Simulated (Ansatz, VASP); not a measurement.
## NiO: VASP beside Ansatz

Aim: how closely do two programs agree when they are given the same cell, functional and k mesh? The cell is taken from a series of VASP runs on this material, whose earlier steps may have relaxed, scaled or displaced it; both programs get it as it stands.

Method: plane waves, with VASP 6.6.1 beside it; single point at PBE, DFT+U, in Ansatz 0.2.0.

## 1. Starting point

Symmetry: Fm-3m, No. 225, cubic system. Conventional cell: a = 4.172 Å, b = 4.172 Å, c = 4.172 Å, α = 90.00°, β = 90.00°, γ = 90.00°. Nearest to Ni lie 6 O at 2.09 Å. Nearest to O lie 6 Ni at 2.09 Å. Farther neighbours and most contacts between anions are not listed.

## 2. VASP: single point, PBE, DFT+U

With cell and atoms fixed, the geometry can't cause a difference; cores, projectors, grids and the points listed under the comparison can.

Lines of VASP's logs that name or quote its potential files are left out, and so is its time.

File INCAR:

```
SYSTEM = NiO
PREC = Accurate
ENCUT = 480
EDIFF = 1E-06
NELM = 150
ISMEAR = -1
SIGMA = 0.1
LREAL = .FALSE.
ALGO = Normal
GGA = PE
NBANDS = 25
ISPIN = 2
MAGMOM = 2 -2 0 0
LDAU = .TRUE.
LDAUTYPE = 2
LDAUL = 2 -1
LDAUU = 6 0
LDAUJ = 0 0
LDAUPRINT = 1
LASPH = .TRUE.
LMAXMIX = 4
LORBIT = 11
LWAVE = .FALSE.
LCHARG = .FALSE.
KPAR = 4
AMIX = 0.2
BMIX = 1E-04
AMIX_MAG = 0.8
BMIX_MAG = 1E-04
```

File POSCAR:

```
NiO
1.0
    0.0000000000      2.0859016414      2.0859016414
    2.0859016414      0.0000000000      2.0859016414
    4.1718032828      4.1718032828      0.0000000000
Ni O
2 2
Direct
    0.0000000000      0.0000000000      0.0000000000
    0.0000000000      0.0000000000      0.5000000000
    0.5000000000      0.5000000000      0.2500000000
    0.5000000000      0.5000000000      0.7500000000
```

File KPOINTS:

```
Automatic mesh
0
Gamma
12 12 6
0 0 0
```

PAW data sets: Ni and O (PBE family, release 64).

On the command line:

```sh
$ mpirun -np 4 vasp_std
```

Numbers of over 12 decimals in the logs are rounded to 6 here.

The log of the run:

```text
[banner, memory and clock lines left out]
running    4 mpi-ranks, on    1 nodes
 distrk:  each k-point on    1 cores,    4 groups
 distr:  one band on    1 cores,    1 groups

 POSCAR found type information on POSCAR NiO
 POSCAR found :  2 types and       4 ions
 LDA part: xc-table for (Slater+PW92), standard interpolation
|                                                                             |
|           W    W    AA    RRRRR   N    N  II  N    N   GGGG   !!!           |
|           W    W   A  A   R    R  NN   N  II  NN   N  G    G  !!!           |
|           W    W  A    A  R    R  N N  N  II  N N  N  G       !!!           |
|           W WW W  AAAAAA  RRRRR   N  N N  II  N  N N  G  GGG   !            |
|           WW  WW  A    A  R   R   N   NN  II  N   NN  G    G                |
|           W    W  A    A  R    R  N    N  II  N    N   GGGG   !!!           |
|                                                                             |
|     Your reciprocal lattice and k-lattice belong to different lattice       |
|     classes:                                                                |
|                                                                             |
|        The reciprocal lattice is rhombohedral (trigonal),                   |
|        whereas your k-lattice is body-centered cubic.                       |
|                                                                             |
|     Results are often still useful ...                                      |
|                                                                             |

 POSCAR, INCAR and KPOINTS ok, starting setup
 FFT: planning ... GRIDC
 FFT: planning ... GRID_SOFT
 FFT: planning ... GRID
 WAVECAR not read
 entering main loop
       N       E                     dE             d eps       ncg     rms          rms(c)
DAV:   1     0.244504525554E+03    0.24450E+03   -0.14422E+04 10160   0.162E+03
DAV:   2     0.481794747864E+01   -0.23969E+03   -0.21675E+03 10354   0.344E+02
DAV:   3    -0.192784587924E+02   -0.24096E+02   -0.23202E+02 11191   0.125E+02
DAV:   4    -0.197137300584E+02   -0.43527E+00   -0.43429E+00 10981   0.171E+01
DAV:   5    -0.197222945688E+02   -0.85645E-02   -0.85639E-02 11971   0.233E+00    0.221E+01
DAV:   6    -0.190973505335E+02    0.62494E+00   -0.60462E+00 13908   0.574E+01    0.198E+01
DAV:   7    -0.197864747702E+02   -0.68912E+00   -0.31926E+00 13681   0.312E+01    0.177E+01
DAV:   8    -0.202971382484E+02   -0.51066E+00   -0.99825E-01 10220   0.162E+01    0.767E+00
DAV:   9    -0.203977190480E+02   -0.10058E+00   -0.22810E-01 10937   0.189E+01    0.736E+00
DAV:  10    -0.205210552691E+02   -0.12334E+00   -0.13609E-01 11786   0.663E+00    0.132E+00
DAV:  11    -0.205356213721E+02   -0.14566E-01   -0.44584E-02 12725   0.333E+00    0.797E-01
DAV:  12    -0.205377990646E+02   -0.21777E-02   -0.84546E-03 10629   0.172E+00    0.518E-01
DAV:  13    -0.205381466961E+02   -0.34763E-03   -0.16758E-03 16023   0.903E-01    0.183E-01
DAV:  14    -0.205382454440E+02   -0.98748E-04   -0.58632E-04 10138   0.280E-01    0.318E-02
DAV:  15    -0.205382540933E+02   -0.86493E-05   -0.25414E-05 12687   0.812E-02    0.310E-02
DAV:  16    -0.205382580418E+02   -0.39485E-05   -0.63877E-06 14287   0.485E-02    0.123E-02
DAV:  17    -0.205382598871E+02   -0.18452E-05   -0.66995E-07  6998   0.231E-02    0.816E-03
DAV:  18    -0.205382614051E+02   -0.15181E-05   -0.14656E-06  8142   0.265E-02    0.346E-03
DAV:  19    -0.205382619403E+02   -0.53518E-06   -0.11138E-06  6416   0.167E-02
   1 F= -.20538262E+02 E0= -.20538262E+02  d E =-.578363E-08  mag=     0.0000
```

Parts of OUTCAR (step 2):

```text
ion  position               nearest neighbor table
   1  0.000  0.000  0.000-   4 2.09   3 2.09   4 2.09   3 2.09   4 2.09   3 2.09   2 2.95   2 2.95
                             2 2.95   2 2.95   2 2.95   2 2.95
   2  0.000  0.000  0.500-   3 2.09   3 2.09   4 2.09   3 2.09   4 2.09   4 2.09   1 2.95   1 2.95
                             1 2.95   1 2.95   1 2.95   1 2.95
   3  0.500  0.500  0.250-   1 2.09   1 2.09   2 2.09   1 2.09   2 2.09   2 2.09
   4  0.500  0.500  0.750-   2 2.09   1 2.09   2 2.09   1 2.09   2 2.09   1 2.09

  LATTYP: Found a trigonal (rhomboedric) cell.
 ALAT       =     5.1093946751
 COS(alpha) =     0.8333333333

 Subroutine GETGRP returns: Found 12 space group operations
 (whereof 12 operations were pure point group operations)

The static configuration has the point symmetry D_3d.

 Found     98 irreducible k-points:

   k-points           NKPTS =     98   k-points in BZ     NKDIM =     98   number of bands    NBANDS=     25

   dimension x,y,z NGX =    24 NGY =   24 NGZ =   42
   dimension x,y,z NGXF=    48 NGYF=   48 NGZF=   84

   ENCUT  =  480.0 eV  35.28 Ry    5.94 a.u.   5.27  5.27 10.54*2*pi/ulx,y,z

   NELECT =      32.0000    total number of electrons

 k-points in reciprocal lattice and weights: Automatic mesh
   0.00000000  0.00000000  0.00000000       0.001
   0.08333333  0.00000000  0.00000000       0.007
   0.16666667  0.00000000  0.00000000       0.007
   0.25000000  0.00000000  0.00000000       0.007
   0.33333333  0.00000000  0.00000000       0.007
   0.41666667  0.00000000  0.00000000       0.007
   0.50000000  0.00000000  0.00000000       0.003
   0.08333333  0.08333333  0.00000000       0.007
   0.16666667  0.08333333  0.00000000       0.014
[...]
0.0000 -0.0003  0.0000  0.0003  0.1599

spin component  2

  0.9832 -0.0000 -0.0000 -0.0000 -0.0000
 -0.0000  0.9832 -0.0000  0.0000  0.0000
 -0.0000 -0.0000  1.0306 -0.0000  0.0000
 -0.0000  0.0000 -0.0000  0.9832 -0.0000
 -0.0000  0.0000  0.0000 -0.0000  1.0306

 occupancies and eigenvectors

  o =  0.1599  v = -0.0000 -0.0004  0.0049  0.0004 -1.0000  0.0000  0.0000  0.0000  0.0000  0.0000      0.0000  0.0000  0.0000  0.0000  0.0000  0.0000  0.0000  0.0000  0.0000  0.0000
  o =  0.1599  v = -0.0005 -0.0002  1.0000 -0.0002  0.0049  0.0000  0.0000  0.0000  0.0000  0.0000      0.0000  0.0000  0.0000  0.0000  0.0000  0.0000  0.0000  0.0000  0.0000  0.0000
  o =  0.9812  v =  0.0434  0.7278  0.0000 -0.6844 -0.0006  0.0000  0.0000  0.0000  0.0000  0.0000      0.0000  0.0000  0.0000  0.0000  0.0000  0.0000  0.0000  0.0000  0.0000  0.0000
  o =  0.9812  v =  0.8153  0.3701  0.0006  0.4452  0.0000  0.0000  0.0000  0.0000  0.0000  0.0000      0.0000  0.0000  0.0000  0.0000  0.0000  0.0000  0.0000  0.0000  0.0000  0.0000
  o =  0.9813  v = -0.5774  0.5774 -0.0000  0.5774  0.0000  0.0000  0.0000  0.0000  0.0000  0.0000      0.0000  0.0000  0.0000  0.0000  0.0000  0.0000  0.0000  0.0000  0.0000  0.0000
  o =  0.9832  v =  0.0000  0.0000  0.0000  0.0000  0.0000 -0.0122  0.7009 -0.0000 -0.7131 -0.0003      0.0000  0.0000  0.0000  0.0000  0.0000  0.0000  0.0000  0.0000  0.0000  0.0000
  o =  0.9832  v =  0.0000  0.0000  0.0000  0.0000  0.0000  0.8164  0.4188  0.0003  0.3977 -0.0000      0.0000  0.0000  0.0000  0.0000  0.0000  0.0000  0.0000  0.0000  0.0000  0.0000
  o =  0.9832  v =  0.0000  0.0000  0.0000  0.0000  0.0000  0.5774 -0.5774  0.0000 -0.5774  0.0000      0.0000  0.0000  0.0000  0.0000  0.0000  0.0000  0.0000  0.0000  0.0000  0.0000
  o =  1.0306  v =  0.0000  0.0000  0.0000  0.0000  0.0000  0.0000  0.0002 -0.0000 -0.0002  1.0000      0.0000  0.0000  0.0000  0.0000  0.0000  0.0000  0.0000  0.0000  0.0000  0.0000
  o =  1.0306  v =  0.0000  0.0000  0.0000  0.0000  0.0000 -0.0002 -0.0001  1.0000 -0.0001  0.0000      0.0000  0.0000  0.0000  0.0000  0.0000  0.0000  0.0000  0.0000  0.0000  0.0000

 average (electrostatic) potential at core
       1 -84.2822       2 -84.2822       3 -67.5778       4 -67.5778

 E-fermi :   8.0932

 spin component 1
 k-point     1 :       0.0000    0.0000    0.0000
  band No.  band energies     occupation
    ...
     12       5.5126      1.00000
     13       5.5126      1.00000
     14       5.5163      1.00000
     15       5.5795      1.00000
     16       5.5797      1.00000
     17       9.7782      0.00000
     18      10.6276      0.00000
     19      10.6282      0.00000
     20      13.7029      0.00000
     21      18.2472      0.00000
    ...

 k-point     2 :       0.0833    0.0000    0.0000
  band No.  band energies     occupation
    ...
     12       5.0904      1.00000
     13       5.1424      1.00000
     14       5.1585      1.00000
     15       5.8533      1.00000
     16       5.9189      1.00000
     17      10.3038      0.00000
     18      10.5258      0.00000
     19      10.5812      0.00000
     20      14.1417      0.00000
     21      18.1524      0.00000
    ...

 k-point     3 :       0.1667    0.0000    0.0000
  band No.  band energies     occupation
    ...
     12       4.5356      1.00000
     13       4.7288      1.00000
     14       4.7949      1.00000
     15       5.9840      1.00000
     16       6.1459      1.00000
     17      10.4357      0.00000
     18      10.5039      0.00000
     19      11.4091      0.00000
     20      15.0830      0.00000
     21      17.8847      0.00000
    ...

 k-point     4 :       0.2500    0.0000    0.0000
  band No.  band energies     occupation
    ...
     12       4.3931      1.00000
     13       4.4454      1.00000
     14       4.5335      1.00000
     15       5.9711      1.00000
     16       6.1504      1.00000
     17      10.5077      0.00000
     18      10.5222      0.00000
     19      12.5327      0.00000
     20      15.6694      0.00000
     21      17.7760      0.00000
    ...

 k-point     5 :       0.3333    0.0000    0.0000
  band No.  band energies     occupation
    ...
     12       4.2966      1.00000
     13       4.3448      1.00000
     14       4.4060      1.00000
     15       5.9008      1.00000
     16       5.9729      1.00000
     17      10.6167      0.00000
     18      10.7190      0.00000
     19      13.3299      0.00000
     20      15.2241      0.00000
     21      18.2748      0.00000
    ...

 k-point     6 :       0.4167    0.0000    0.0000
  band No.  band energies     occupation
    ...
     12       4.2025      1.00000
     13       4.2072      1.00000
     14       4.4539      1.00000
     15       5.7637      1.00000
     16       5.8386      1.00000
     17      10.7484      0.00000
     18      10.9003      0.00000
     19      13.6549      0.00000
     20      14.5610      0.00000
     21      18.3195      0.00000
    ...

  Total        0.2846237      0.2846237      0.2846237     -0.0181261      0.0181261      0.0181261
  in kB       12.5614607     12.5614607     12.5614607     -0.7999691      0.7999691      0.7999691
  external PRESSURE =      12.5614607 kB  Pullay stress =       0.0000000 kB

  energy-cutoff  :      480.00
  volume of cell :       36.30
      direct lattice vectors                 reciprocal lattice vectors
     0.000000000  2.085901641  2.085901641    -0.239704495  0.239704495  0.239704495
     2.085901641  0.000000000  2.085901641     0.239704495 -0.239704495  0.239704495
     4.171803283  4.171803283  0.000000000     0.119852248  0.119852248 -0.119852248

 POSITION                                       TOTAL-FORCE (eV/Angst)
 -----------------------------------------------------------------------------------
      0.00000      0.00000      0.00000        -0.000000     -0.000000      0.000000
      2.08590      2.08590      0.00000        -0.000000      0.000000      0.000000
      2.08590      2.08590      2.08590         0.000000      0.000000     -0.000000
      4.17180      4.17180      2.08590        -0.000000     -0.000000     -0.000000
 -----------------------------------------------------------------------------------
    total drift:                                0.000000     -0.000000     -0.000000

  FREE ENERGIE OF THE ION-ELECTRON SYSTEM (eV)
  ---------------------------------------------------
  free  energy   TOTEN  =       -20.5382619403 eV

  energy  without entropy=      -20.5382619345  energy(sigma->0) =      -20.53826194

 total charge
# of ion       s       p       d       tot
------------------------------------------
    1        0.342   0.425   8.247   9.014
    2        0.342   0.425   8.247   9.014
    3        1.554   3.475   0.000   5.029
    4        1.554   3.475   0.000   5.029
--------------------------------------------------
tot          3.793   7.799  16.493  28.086

 magnetization (x)
# of ion       s       p       d       tot
------------------------------------------
    1       -0.002  -0.006   1.745   1.737
    2        0.002   0.006  -1.745  -1.737
    3        0.000   0.000   0.000   0.000
    4        0.000   0.000   0.000   0.000
--------------------------------------------------
tot          0.000   0.000  -0.000  -0.000

[... 1 further part left out ...]
```

The run ends at a pressure of 1.26 GPa.

[end of part 1 of 2]

[Lines on the potential files, build, host, timing and source positions are cut from VASP's logs without a mark.]

[Logs are printed without paths, hosts, clocks, repeated set-up lines and the standing remarks that a program may print on its own settings, such as how far it seeks lower states.]

[Hosts, paths, dates, database ids (printed as entryN), source tags and the programs' standing remarks are cut or masked in the printed files.]
